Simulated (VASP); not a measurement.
Input for VASP

**POSCAR**
```
Pb
1
    0.0000000000     2.4750000000     2.4750000000
    2.4750000000     0.0000000000     2.4750000000
    2.4750000000     2.4750000000     0.0000000000
Pb
1
Direct
  0.0000000000   0.0000000000   0.0000000000
```

**KPOINTS**
```
Automatic mesh
0
Gamma
10 10 10
0 0 0
```

INCAR:
```
SYSTEM = Pb
PREC = Accurate
ENCUT = 400
EDIFF = 1E-6
NELM = 100
ALGO = Normal
LREAL = .FALSE.
LASPH = .TRUE.
ISMEAR = 1
SIGMA = 0.1
GGA = PE
LMAXMIX = 4
LWAVE = .FALSE.
LCHARG = .FALSE.
ISIF = 2
LEPSILON = .TRUE.
```

POTCAR, in this order: Pb_d (PBE.64 set). Program: vasp_std.

Output

### standard output
```
...
RMM:   2    -0.169919566566E+01   -0.21000E+00    0.13602E-02  1799   0.181E+00
RMM:   3    -0.170724684619E+01   -0.80512E-02    0.35044E-03  1846   0.596E-01
RMM:   4    -0.170857389939E+01   -0.13271E-02   -0.55931E-04  1787   0.184E-01
RMM:   5    -0.170862656469E+01   -0.52665E-04   -0.64040E-05  1821   0.618E-02
RMM:   6    -0.170862835489E+01   -0.17902E-05   -0.66729E-06  1758   0.263E-02
RMM:   7    -0.170862925129E+01   -0.89639E-06   -0.19324E-06  1518   0.984E-03
 change of polarisation eV/A/(eV/A) component  3 :    -0.056    -0.774     3.417
 dielectric tensor                  component  3 :    -0.335    -4.620    21.393
 Linear response to external field, progress :
  Direction:   1
       N       E                     dE             d eps       ncg     rms          rms(c)
RMM:   1    -0.144051135417E+01   -0.14405E+01   -0.79498E+00  2821   0.567E+00
RMM:   2    -0.164234010707E+01   -0.20183E+00    0.32890E-03  3901   0.170E+00    0.989E-01
RMM:   3    -0.160298997152E+01    0.39350E-01   -0.53862E-03  3356   0.189E+00    0.468E-01
RMM:   4    -0.161123960327E+01   -0.82496E-02   -0.28314E-02  3655   0.181E+00    0.120E-01
RMM:   5    -0.161799295973E+01   -0.67534E-02   -0.30147E-03  3779   0.505E-01    0.308E-02
RMM:   6    -0.161857537014E+01   -0.58241E-03   -0.56113E-04  3853   0.194E-01    0.602E-03
RMM:   7    -0.161858209126E+01   -0.67211E-05   -0.79930E-05  4016   0.745E-02    0.332E-03
RMM:   8    -0.161870647115E+01   -0.12438E-03   -0.87896E-06  3998   0.261E-02    0.897E-04
RMM:   9    -0.161869473720E+01    0.11734E-04   -0.31859E-06  4026   0.110E-02    0.577E-04
RMM:  10    -0.161871377437E+01   -0.19037E-04   -0.25920E-06  3404   0.459E-03    0.390E-04
RMM:  11    -0.161870558777E+01    0.81866E-05   -0.89685E-07  1766   0.142E-03    0.123E-04
RMM:  12    -0.161870602183E+01   -0.43406E-06   -0.93722E-08  1132   0.682E-04    0.794E-05
 change of polarisation eV/A/(eV/A) component  1 :     3.179    -0.082    -0.141
 dielectric tensor                  component  1 :    19.973    -0.492    -0.844
 Linear response to external field, progress :
  Direction:   2
       N       E                     dE             d eps       ncg     rms          rms(c)
RMM:   1    -0.144051132042E+01   -0.14405E+01   -0.79498E+00  2820   0.567E+00
RMM:   2    -0.164234031676E+01   -0.20183E+00    0.32842E-03  3895   0.170E+00    0.989E-01
RMM:   3    -0.160298968591E+01    0.39351E-01   -0.53816E-03  3358   0.189E+00    0.468E-01
RMM:   4    -0.161124250501E+01   -0.82528E-02   -0.28344E-02  3658   0.181E+00    0.120E-01
RMM:   5    -0.161799224470E+01   -0.67497E-02   -0.30110E-03  3782   0.504E-01    0.308E-02
RMM:   6    -0.161857623015E+01   -0.58399E-03   -0.56056E-04  3855   0.194E-01    0.600E-03
RMM:   7    -0.161858223278E+01   -0.60026E-05   -0.79486E-05  4013   0.744E-02    0.325E-03
RMM:   8    -0.161870591413E+01   -0.12368E-03   -0.96472E-06  3998   0.260E-02    0.916E-04
RMM:   9    -0.161869525262E+01    0.10662E-04   -0.27749E-06  4015   0.111E-02    0.555E-04
RMM:  10    -0.161871410913E+01   -0.18857E-04   -0.16329E-06  3408   0.460E-03    0.374E-04
RMM:  11    -0.161870586896E+01    0.82402E-05   -0.40606E-08  1795   0.140E-03    0.123E-04
RMM:  12    -0.161870628609E+01   -0.41713E-06    0.53098E-07  1141   0.683E-04    0.790E-05
 change of polarisation eV/A/(eV/A) component  2 :    -0.444     3.179    -0.081
 dielectric tensor                  component  2 :    -2.651    19.973    -0.486
 Linear response to external field, progress :
  Direction:   3
       N       E                     dE             d eps       ncg     rms          rms(c)
RMM:   1    -0.144051495423E+01   -0.14405E+01   -0.79498E+00  2819   0.567E+00
RMM:   2    -0.164234402626E+01   -0.20183E+00    0.32843E-03  3897   0.170E+00    0.989E-01
RMM:   3    -0.160299314253E+01    0.39351E-01   -0.53816E-03  3358   0.189E+00    0.468E-01
RMM:   4    -0.161124616332E+01   -0.82530E-02   -0.28344E-02  3659   0.181E+00    0.120E-01
RMM:   5    -0.161799604255E+01   -0.67499E-02   -0.30111E-03  3784   0.504E-01    0.308E-02
RMM:   6    -0.161857997713E+01   -0.58393E-03   -0.56057E-04  3855   0.194E-01    0.600E-03
RMM:   7    -0.161858597497E+01   -0.59978E-05   -0.79529E-05  4010   0.744E-02    0.325E-03
RMM:   8    -0.161870966509E+01   -0.12369E-03   -0.88078E-06  3999   0.260E-02    0.916E-04
RMM:   9    -0.161869900171E+01    0.10663E-04   -0.25556E-07  4017   0.111E-02    0.552E-04
RMM:  10    -0.161871769676E+01   -0.18695E-04    0.14869E-06  3410   0.458E-03    0.361E-04
RMM:  11    -0.161870959700E+01    0.80998E-05    0.64296E-07  1786   0.141E-03    0.123E-04
RMM:  12    -0.161871001612E+01   -0.41912E-06    0.59930E-07  1163   0.685E-04    0.785E-05
 change of polarisation eV/A/(eV/A) component  3 :    -0.449    -0.403     3.179
 dielectric tensor                  component  3 :    -2.679    -2.407    19.973
 Born effective charges drift removed
```

OUTCAR:
```
------------------------ aborting loop because EDIFF is reached ----------------------------------------

 HEAD OF MICROSCOPIC STATIC DIELECTRIC TENSOR (INDEPENDENT PARTICLE, excluding Hartree and local field effects)
 ------------------------------------------------------
          20.688057    -0.000000     0.000000
          -0.000000    20.688057    -0.000000
          -0.000000    -0.000000    20.688057
 ------------------------------------------------------

 MACROSCOPIC STATIC DIELECTRIC TENSOR (including local field effects in DFT)
 ------------------------------------------------------
          19.972738     0.000000    -0.000000
           0.000000    19.972738    -0.000000
           0.000000     0.000000    19.972738
 ------------------------------------------------------

 PIEZOELECTRIC TENSOR (including local field effects)  for field in x, y, z        (e  Angst)
          XX          YY          ZZ          XY          YZ          ZX
  --------------------------------------------------------------------------------
  x     0.00000     0.00000     0.00000     0.00000     0.00000     0.00000
  y     0.00000     0.00000     0.00000     0.00000     0.00000     0.00000
  z     0.00000     0.00000     0.00000     0.00000     0.00000     0.00000

 PIEZOELECTRIC TENSOR (including local field effects)  for field in x, y, z        (C/m^2)
          XX          YY          ZZ          XY          YZ          ZX
  --------------------------------------------------------------------------------
  x     0.00000     0.00000     0.00000     0.00000     0.00000     0.00000
  y     0.00000     0.00000     0.00000     0.00000     0.00000     0.00000
  z     0.00000     0.00000     0.00000     0.00000     0.00000     0.00000

 BORN EFFECTIVE CHARGES (including local field effects) (in |e|, cummulative output)
 ---------------------------------------------------------------------------------
 ion    1
    1     0.00000     0.00000     0.00000
    2     0.00000     0.00000     0.00000
    3     0.00000     0.00000     0.00000
```
(Selected blocks of OUTCAR.)

Problem. Read input and log: which fault does this run have?
A) ENCUT is too low for a cell relaxation, so Pulay stress biases the volume
B) LEPSILON was set for a metal
C) NSW = 0, so the ions never move
D) LDAUL, LDAUU and LDAUJ hold more entries than there are species

Solution. B, LEPSILON was set for a metal. The run ends without an error. Against the sound run, the energy per atom (σ→0) stays essentially unchanged; the pressure stays essentially unchanged.

To mend it, drop LEPSILON, since a metal has no finite static dielectric tensor or Born charges. The plain static run on this cell (PBE GGA, plane waves, VASP's PBE PAW potentials (set 64)) converges, and its OSZICAR ends with
```
   1 F= -.35501198E+01 E0= -.35496853E+01  d E =-.130354E-02
```

The compound is Pb in the fcc structure. The cell was not relaxed at this level.
